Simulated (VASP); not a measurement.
# YRh (Pm-3m) in VASP: a series of runs, part 2 of 2

VASP 6.6.1.

### Step 3. Relaxation of cell and atoms, LDA

This run uses another cell than the first one, of 19.77 Å³/atom, 1.051 times its volume.

INCAR

```
PREC = Accurate
ENCUT = 600
EDIFF = 1E-7
ISMEAR = 0
SIGMA = 0.1
LREAL = F
LASPH = T
NELM = 80
ALGO = Normal
ISIF = 3
LWAVE = F
LCHARG = F
GGA = CA
IBRION = 2
NSW = 100
EDIFFG = -0.005
```

KPOINTS

```
regular mesh
0
Gamma
  12 12 12
```

POSCAR

```
YRh
1.0
    3.4070000000      0.0000000000      0.0000000000
    0.0000000000      3.4070000000      0.0000000000
    0.0000000000      0.0000000000      3.4070000000
Y Rh
1 1
Direct
    0.5000000000      0.5000000000      0.5000000000
    0.0000000000      0.0000000000      0.0000000000
```

Potentials or basis: VASP PAW LDA potentials, release 64 (Y_sv, Rh_pv).

Run with:

```bash
cat potpaw_LDA.64/Y_sv/POTCAR potpaw_LDA.64/Rh_pv/POTCAR > POTCAR
mpirun -np 1 vasp_std > vasp.out
```

OUTCAR:

```text
PREC = Accurate
   ENCUT = 600
   EDIFF = 1E-7
   ISMEAR = 0
   LREAL = F
   LASPH = T
   NELM = 80
   ISIF = 3
   GGA = CA
   IBRION = 2
   NSW = 100
   EDIFFG = -0.005

 ion  position               nearest neighbor table
   1  0.500  0.500  0.500-   2 2.95   2 2.95   2 2.95   2 2.95   2 2.95   2 2.95   2 2.95   2 2.95

   2  0.000  0.000  0.000-   1 2.95   1 2.95   1 2.95   1 2.95   1 2.95   1 2.95   1 2.95   1 2.95

  LATTYP: Found a simple cubic cell.
 ALAT       =     3.4070000000

  Lattice vectors:

 A1 = (   3.4070000000,   0.0000000000,   0.0000000000)
 A2 = (   0.0000000000,   3.4070000000,   0.0000000000)
 A3 = (   0.0000000000,   0.0000000000,   3.4070000000)

Analysis of symmetry for initial positions (statically):
=====================================================================
 Subroutine PRICEL returns:
 Original cell was already a primitive cell.

 Routine SETGRP: Setting up the symmetry group for a
 simple cubic supercell.

 Subroutine GETGRP returns: Found 48 space group operations
 (whereof 48 operations were pure point group operations)
 out of a pool of 48 trial point group operations.

The static configuration has the point symmetry O_h .

Analysis of symmetry for dynamics (positions and initial velocities):
=====================================================================
 Subroutine PRICEL returns:
 Original cell was already a primitive cell.

 Routine SETGRP: Setting up the symmetry group for a
 simple cubic supercell.

 Subroutine GETGRP returns: Found 48 space group operations
 (whereof 48 operations were pure point group operations)
 out of a pool of 48 trial point group operations.

The dynamic configuration has the point symmetry O_h .

 Subroutine INISYM returns: Found 48 space group operations
 (whereof 48 operations are pure point group operations),
 and found     1 'primitive' translations

----------------------------------------------------------------------------------------

[... 120 lines left out ...]
   IVDW    =     0    specifies the selected vdW correction
   LEPSILON=     F    determine dielectric tensor
   LRPA    =     F    only Hartree local field effects (RPA)
 conjugate gradient relaxation of ions
 non-spin polarized calculation
 Gauss-broadening in eV      SIGMA  =   0.10
  energy-cutoff  :      600.00
  volume of cell :       39.55
 maximum number of plane-waves:      1357
 NGX is ok and might be reduce to    28
   NGX = 13   NGY = 13   NGZ = 13

--------------------------------------- Ionic step        1  -------------------------------------------

 number of electron      26.0000003 magnetization

 Free energy of the ion-electron system (eV)
  ---------------------------------------------------
  ext. energy  EPLUGINS =         0.00000000
  ---------------------------------------------------
  free energy    TOTEN  =       -17.25651979 eV

  energy without entropy =      -17.24940669  energy(sigma->0) =      -17.25296324

------------------------ aborting loop because EDIFF is reached ----------------------------------------

  FORCE on cell =-STRESS in cart. coord.  units (eV):
  Direction    XX          YY          ZZ          XY          YZ          ZX
  --------------------------------------------------------------------------------------
  -------------------------------------------------------------------------------------
  Total       -1.4323702     -1.4323702     -1.4323702      0.0000000      0.0000000     -0.0000000
  in kB      -58.0295857    -58.0295857    -58.0295857      0.0000000      0.0000000     -0.0000000
  external PRESSURE =     -58.0295857 kB  Pullay stress =       0.0000000 kB
[... 167 lines left out ...]
--------------------------------------- Ionic step        6  -------------------------------------------

 number of electron      26.0000005 magnetization

 Free energy of the ion-electron system (eV)
  ---------------------------------------------------
  ext. energy  EPLUGINS =         0.00000000
  ---------------------------------------------------
  free energy    TOTEN  =       -17.29217553 eV

  energy without entropy =      -17.28536601  energy(sigma->0) =      -17.28877077

 E-fermi :   7.0299     XC(G=0): -12.2224

 val. band max:        7.0143692392   @ k =   0.5000   0.4167   0.4167
 cond. band min:       7.0367735909   @ k =   0.5000   0.3333   0.1667
 fundamental gap:      0.0224043516
 Fermi energy:         7.0298689095

 k-point     1 :       0.0000    0.0000    0.0000
  band No.  band energies     occupation
      1     -38.7916      2.00000
      2     -38.7916      2.00000
      3     -38.7916      2.00000
      4     -34.7906      2.00000
      5     -14.7005      2.00000
      6     -14.7005      2.00000
[... 457 lines left out ...]
      4     -34.6949      2.00000
      5     -15.2276      2.00000
      6     -15.1008      2.00000
[... 9 lines left out ...]
     16       9.7213      0.00000
     17      11.6080      0.00000

 [... further k-points ...]
[... 5 lines left out ...]
  --------------------------------------------------------------------------------------
  -------------------------------------------------------------------------------------
  Total       -0.0000147     -0.0000147     -0.0000147     -0.0000000     -0.0000000      0.0000000
  in kB       -0.0006267     -0.0006267     -0.0006267     -0.0000000     -0.0000000      0.0000000
  external PRESSURE =      -0.0006267 kB  Pullay stress =       0.0000000 kB
[... 17 lines left out ...]
  FREE ENERGIE OF THE ION-ELECTRON SYSTEM (eV)
  ---------------------------------------------------
  free  energy   TOTEN  =       -17.2921755339 eV

  energy  without entropy=      -17.2853660130  energy(sigma->0) =      -17.28877077

 reached required accuracy - stopping structural energy minimisation
```

CONTCAR:

```text
YRh
   1.00000000000000
     3.3519655680525227    0.0000000000000000   -0.0000000000000000
     0.0000000000000000    3.3519655680525227    0.0000000000000000
    -0.0000000000000000    0.0000000000000000    3.3519655680525227
  Y               Rh
     1     1
Direct
     0.5000000000000000    0.5000000000000000    0.5000000000000000
     0.0000000000000000    0.0000000000000000    0.0000000000000000

  0.00000000E+00  0.00000000E+00  0.00000000E+00
  0.00000000E+00  0.00000000E+00  0.00000000E+00
```

Run time: 1.7 min. Hardware: 1 thread of Intel Xeon 6975P-C (Granite Rapids), shared host; peak memory 0.23 GiB.

What came out:

* Free energy: -17.2922 eV
* Relaxed volume: 18.83 Å³/atom
* Relaxed cell: a = 3.352 Å, b = 3.352 Å, c = 3.352 Å, α = 90.00°, β = 90.00°, γ = 90.00°
* Space group after relaxing (to 0.05 Å): Pm-3m (No. 221)
* Energy gained by relaxing: 17.8 meV/atom
* Ionic steps: 6
* Pressure after relaxing: 0.0 GPa
* Band gap on the k mesh: none (metal or under the smearing width)

The path:
```csv
step,energy change (eV),largest force (eV/Å),pressure (GPa),volume (Å³)
1,0.0000,0.0000,-5.80,39.55
2,0.0164,0.0000,8.44,35.59
3,-0.0356,0.0000,-0.08,37.68
4,-0.0357,0.0000,0.05,37.65
5,-0.0357,0.0000,-0.05,37.68
6,-0.0357,0.0000,0.00,37.66
```

Final structure:
```cif
data_structure
_symmetry_space_group_name_H-M 'P 1'
_symmetry_Int_Tables_number 1
_cell_length_a 3.3520
_cell_length_b 3.3520
_cell_length_c 3.3520
_cell_angle_alpha 90.000
_cell_angle_beta 90.000
_cell_angle_gamma 90.000
_cell_volume 37.66
loop_
_atom_site_label
_atom_site_type_symbol
_atom_site_fract_x
_atom_site_fract_y
_atom_site_fract_z
_atom_site_occupancy
Y1 Y 0.50000 0.50000 0.50000 1
Rh1 Rh 0.00000 0.00000 0.00000 1
```

### Step 4. Single point, LDA

This run uses another cell than the first one, of 19.77 Å³/atom, 1.051 times its volume.

INCAR

```
SYSTEM = YRh
PREC = Accurate
ENCUT = 520
EDIFF = 1E-6
ISMEAR = 0
SIGMA = 0.1
LREAL = .False.
LASPH = .True.
NELM = 60
ALGO = Normal
ISIF = 2
LWAVE = .False.
LCHARG = .False.
NBANDS = 20
```

KPOINTS

```
regular mesh
0
Gamma
  6 6 6
  0 0 0
```

POSCAR is that of step 3.

Run with:

```bash
cat potpaw_LDA.64/Y_sv/POTCAR potpaw_LDA.64/Rh_pv/POTCAR > POTCAR
mpirun -np 1 vasp_std > vasp.out
```

It took 7.3 s on 1 thread of Intel Xeon 6975P-C (Granite Rapids), shared host; peak memory 0.16 GiB.

Results (log left out):

- Free energy: -17.1935 eV
- Pressure: -5.9 GPa
- Band gap on the k mesh: none (metal or under the smearing width)

Levels at points of the mesh, in eV from the Fermi level:
```csv
k point,band 10,band 11,band 12,band 13,band 14,band 15,band 16,band 17
"(0.00, 0.00, 0.00)",-3.92,-1.67,-1.67,-1.67,2.19,2.19,5.89,5.89
"(0.50, 0.00, 0.00)",-2.51,-1.81,-1.81,-1.33,0.34,0.41,2.29,2.29
"(0.50, 0.50, 0.00)",-2.64,-2.64,-0.69,0.20,1.82,1.82,2.87,5.37
"(0.50, 0.50, 0.50)",-2.42,-1.04,-1.04,-1.04,-0.65,-0.65,4.87,6.81
```

### Step 5. The runs side by side

```csv
task,cell,k mesh,cutoff (eV),gap on the mesh (eV),pressure (GPa)
single point,"Pm-3m, 18.82 Å³/atom",12 × 12 × 12,520,none,0.1
relaxation of cell and atoms,relaxed,12 × 12 × 12,600,none,0.0
single point,"Pm-3m, 19.77 Å³/atom",6 × 6 × 6,520,none,-5.9
```

Alike in all rows: level LDA; potentials or basis VASP PAW LDA potentials, release 64 (Y_sv, Rh_pv); no spin polarisation; smearing gaussian 0.1 eV.

Total energies depend on the potentials used, so only differences within one code and one set of settings carry meaning.
